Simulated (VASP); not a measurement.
Set up this calculation in VASP 6.6.1, as the native input.

```yaml
Task: single point
Functional: PBE
Dispersion: D3(BJ)
Potentials_or_basis: VASP PAW PBE potentials, release 64 (C)
Cutoff: 520 eV
k_mesh: 16 × 16 × 4
Occupations: fermi-dirac, width 0.05 eV
Spin: no spin polarisation
Further_INCAR_settings: ALGO = Fast; EDIFF = 1e-07
```

The structure of C lies in POSCAR:

```
C
1.0
    2.4610000000      0.0000000000      0.0000000000
   -1.2305000000      2.1312885187      0.0000000000
    0.0000000000      0.0000000000      7.3788000000
C
4
Direct
    0.0000000000      0.0000000000      0.2500000000
    0.3333333333      0.6666666667      0.2500000000
    0.0000000000      0.0000000000      0.7500000000
    0.6666666667      0.3333333333      0.7500000000
```

The cell was built by a generator and needn't be a form met in nature.

These files were run (other wordings do the same):

INCAR

```
PREC = Accurate ; ENCUT = 520
EDIFF = 1E-7 ; ISMEAR = -1
SIGMA = 0.05 ; LREAL = False
LASPH = True ; NELM = 80
ALGO = Fast ; ISIF = 2
LWAVE = False ; LCHARG = False
GGA = PE ; IVDW = 12
```

KPOINTS

```
regular mesh
0
Gamma
  16 16 4
```

Potentials or basis: VASP PAW PBE potentials, release 64 (C).

The run is started by

```console
$ cat potpaw_PBE.64/C/POTCAR > POTCAR
$ mpirun -np 1 vasp_std > vasp.out
```

Results of the run:

```yaml
Pressure: 1.2 GPa
Band_gap_on_the_k_mesh: 0.83 eV, direct
Dispersion_energy_per_atom: -0.140 eV
```

It took 42 s on 1 thread of Intel(R) Xeon(R) Platinum 8488C (Sapphire Rapids) (shared host), peak memory 0.16 GiB.
